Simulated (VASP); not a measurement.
Level of theory: PBEsol GGA, VASP's PBE PAW potentials (set 64) (plane waves; VASP).

VASP input:

File KPOINTS:
```
kpoints
0
gamma
 9 9 9
```

**INCAR**
```
# general
SYSTEM  = AgF
PREC    = Accurate
ENCUT   = 520
LREAL   = F
LASPH   = T

# electronic loop
EDIFF   = 1E-6
NELM    = 100
ALGO    = Normal
LMAXMIX = 4

# smearing
ISMEAR  = 0
SIGMA   = 0.05

# functional
GGA     = PS

# ions
IBRION  = 2
NSW     = 60
ISIF    = 3
EDIFFG  = -0.01

# output
LWAVE   = F
LCHARG  = F
```

### POSCAR
```
AgF
1.0
  0.0000000000   2.3324950000   2.3324950000
  2.3324950000   0.0000000000   2.3324950000
  2.3324950000   2.3324950000   0.0000000000
Ag F
1 1
Cart
  0.0000000000   0.0000000000   0.0000000000
  1.1662475000   1.1662475000   1.1662475000
```

POTCAR, in this order: Ag F (PBE.64 set). Program: vasp_std.

Output

**OSZICAR**
```
       N       E                     dE             d eps       ncg     rms          rms(c)
DAV:   1     0.108489111178E+03    0.10849E+03   -0.10116E+04   926   0.136E+03
DAV:   2    -0.297569651130E+01   -0.11146E+03   -0.10473E+03  1020   0.304E+02
DAV:   3    -0.599338803240E+01   -0.30177E+01   -0.30099E+01  1020   0.549E+01
DAV:   4    -0.600581954399E+01   -0.12432E-01   -0.12431E-01  1005   0.379E+00
DAV:   5    -0.600590258908E+01   -0.83045E-04   -0.83045E-04   995   0.308E-01    0.155E+01
DAV:   6    -0.539369654826E+01    0.61221E+00   -0.19936E+00   925   0.220E+01    0.108E+01
DAV:   7    -0.537936783113E+01    0.14329E-01   -0.16254E-01   910   0.620E+00    0.644E+00
DAV:   8    -0.537408066096E+01    0.52872E-02   -0.22207E-02   940   0.169E+00    0.497E-01
DAV:   9    -0.537312130192E+01    0.95936E-03   -0.32038E-03   965   0.813E-01    0.517E-02
DAV:  10    -0.537317124637E+01   -0.49944E-04   -0.17174E-04   945   0.159E-01    0.331E-02
DAV:  11    -0.537317373197E+01   -0.24856E-05   -0.37296E-06  1045   0.224E-02    0.739E-03
DAV:  12    -0.537317310081E+01    0.63116E-06   -0.79604E-07   475   0.129E-02
   1 F= -.53731731E+01 E0= -.53725544E+01  d E =-.537317E+01
       N       E                     dE             d eps       ncg     rms          rms(c)
DAV:   1    -0.577786674264E+02   -0.52405E+02   -0.10589E+03   910   0.377E+02    0.776E+01
DAV:   2    -0.126471945357E+02    0.45131E+02   -0.88586E+01   910   0.907E+01    0.266E+01
DAV:   3    -0.709309842097E+01    0.55541E+01   -0.10173E+01   920   0.359E+01    0.270E+01
DAV:   4    -0.633775873190E+01    0.75534E+00   -0.19017E+00  1026   0.316E+01    0.961E+00
DAV:   5    -0.631314470835E+01    0.24614E-01   -0.32864E-01   940   0.509E+00    0.822E+00
DAV:   6    -0.616522753810E+01    0.14792E+00   -0.48359E-01   910   0.777E+00    0.548E+00
DAV:   7    -0.616878467960E+01   -0.35571E-02   -0.72806E-02   955   0.264E+00    0.125E+00
DAV:   8    -0.615538940040E+01    0.13395E-01   -0.95697E-03  1075   0.135E+00    0.811E-01
DAV:   9    -0.614769263381E+01    0.76968E-02   -0.29069E-02   990   0.184E+00    0.170E-01
DAV:  10    -0.614763027433E+01    0.62359E-04   -0.52562E-04   910   0.264E-01    0.778E-02
DAV:  11    -0.614764152636E+01   -0.11252E-04   -0.17640E-04  1025   0.187E-01    0.449E-02
DAV:  12    -0.614764007440E+01    0.14520E-05   -0.57017E-05   960   0.873E-02    0.107E-02
DAV:  13    -0.614764058625E+01   -0.51185E-06   -0.45019E-06   970   0.336E-02
   2 F= -.61476406E+01 E0= -.61476406E+01  d E =-.774467E+00
       N       E                     dE             d eps       ncg     rms          rms(c)
DAV:   1    -0.199223475109E+02   -0.13775E+02   -0.20015E+02   910   0.146E+02    0.280E+01
DAV:   2    -0.685869710807E+01    0.13064E+02   -0.57826E+01   910   0.796E+01    0.507E+00
DAV:   3    -0.667686127446E+01    0.18184E+00   -0.10436E+00   910   0.121E+01    0.248E+00
DAV:   4    -0.661296090867E+01    0.63900E-01   -0.64091E-02  1020   0.302E+00    0.119E+00
DAV:   5    -0.660219181156E+01    0.10769E-01   -0.13717E-02   980   0.127E+00    0.207E-01
DAV:   6    -0.660216189613E+01    0.29915E-04   -0.81340E-04   935   0.464E-01    0.903E-02
DAV:   7    -0.660215241609E+01    0.94800E-05   -0.45236E-04   925   0.258E-01    0.381E-02
DAV:   8    -0.660214903527E+01    0.33808E-05   -0.10613E-04  1015   0.178E-01    0.592E-03
DAV:   9    -0.660214994009E+01   -0.90482E-06   -0.85725E-06   920   0.358E-02
   3 F= -.66021499E+01 E0= -.66020468E+01  d E =-.122898E+01
       N       E                     dE             d eps       ncg     rms          rms(c)
DAV:   1    -0.661131456946E+01   -0.91655E-02   -0.14159E-01   910   0.429E+00    0.692E-01
DAV:   2    -0.660249304437E+01    0.88215E-02   -0.28378E-02   910   0.173E+00    0.169E-01
DAV:   3    -0.660218237295E+01    0.31067E-03   -0.81748E-04   910   0.502E-01    0.140E-01
DAV:   4    -0.660214165954E+01    0.40713E-04   -0.89900E-05   985   0.949E-02    0.870E-02
DAV:   5    -0.660212094931E+01    0.20710E-04   -0.30755E-05   995   0.475E-02    0.149E-02
DAV:   6    -0.660211841801E+01    0.25313E-05   -0.85513E-06   915   0.389E-02    0.236E-03
DAV:   7    -0.660211829921E+01    0.11880E-06   -0.53326E-07   480   0.897E-03
   4 F= -.66021183E+01 E0= -.66020150E+01  d E =-.122895E+01
       N       E                     dE             d eps       ncg     rms          rms(c)
DAV:   1    -0.660659960577E+01   -0.44812E-02   -0.66756E-02   910   0.294E+00    0.479E-01
DAV:   2    -0.660237421716E+01    0.42254E-02   -0.13906E-02   910   0.121E+00    0.115E-01
DAV:   3    -0.660224131383E+01    0.13290E-03   -0.34320E-04   910   0.322E-01    0.916E-02
DAV:   4    -0.660222620736E+01    0.15106E-04   -0.39631E-05   985   0.642E-02    0.568E-02
DAV:   5    -0.660222232383E+01    0.38835E-05   -0.13418E-05   995   0.305E-02    0.100E-02
DAV:   6    -0.660222092585E+01    0.13980E-05   -0.34432E-06   810   0.244E-02    0.155E-03
DAV:   7    -0.660222107630E+01   -0.15045E-06   -0.25561E-07   455   0.632E-03
   5 F= -.66022211E+01 E0= -.66021179E+01  d E =-.102777E-03
```

OUTCAR:
```
------------------------ aborting loop because EDIFF is reached ----------------------------------------
  FORCE on cell =-STRESS in cart. coord.  units (eV):
  Direction    XX          YY          ZZ          XY          YZ          ZX
  --------------------------------------------------------------------------------------
  Total        0.0154518      0.0154518      0.0154518     -0.0000000     -0.0000000     -0.0000000
  in kB        0.7023281      0.7023281      0.7023281     -0.0000000     -0.0000000     -0.0000000
  external PRESSURE =       0.7023281 kB  Pullay stress =       0.0000000 kB
  volume of cell :       35.25
      direct lattice vectors                 reciprocal lattice vectors
     0.000000000  2.602393662  2.602393662    -0.192130809  0.192130809  0.192130809
     2.602393662  0.000000000  2.602393662     0.192130809 -0.192130809  0.192130809
     2.602393662  2.602393662  0.000000000     0.192130809  0.192130809 -0.192130809
 POSITION                                       TOTAL-FORCE (eV/Angst)
 -----------------------------------------------------------------------------------
      0.00000      0.00000      0.00000        -0.000000     -0.000000     -0.000000
      1.30120      1.30120      1.30120         0.000000      0.000000      0.000000
 -----------------------------------------------------------------------------------
    total drift:                                0.000001      0.000001      0.000000
  FREE ENERGIE OF THE ION-ELECTRON SYSTEM (eV)
  ---------------------------------------------------
  free  energy   TOTEN  =        -6.6022210763 eV

  energy  without entropy=       -6.6020147019  energy(sigma->0) =       -6.60211789

 reached required accuracy - stopping structural energy minimisation
```
(Selected blocks of OUTCAR.)

CONTCAR:
```
AgF
   1.00000000000000
     0.0000000000000000    2.6023936624674748    2.6023936624674748
     2.6023936624674748    0.0000000000000000    2.6023936624674748
     2.6023936624674748    2.6023936624674748    0.0000000000000000
  Ag              F
     1     1
Direct
     0.0000000000000000    0.0000000000000000    0.0000000000000000
     0.2500000000000000    0.2500000000000000    0.2500000000000000
```

Energy and stress use the plane-wave basis of the starting cell.

The structure was generated: AgF was put into the zinc blende type (F-43m), which need not be its known phase. This run relaxes it. Symmetry was kept, so distortions that lower it aren't found.
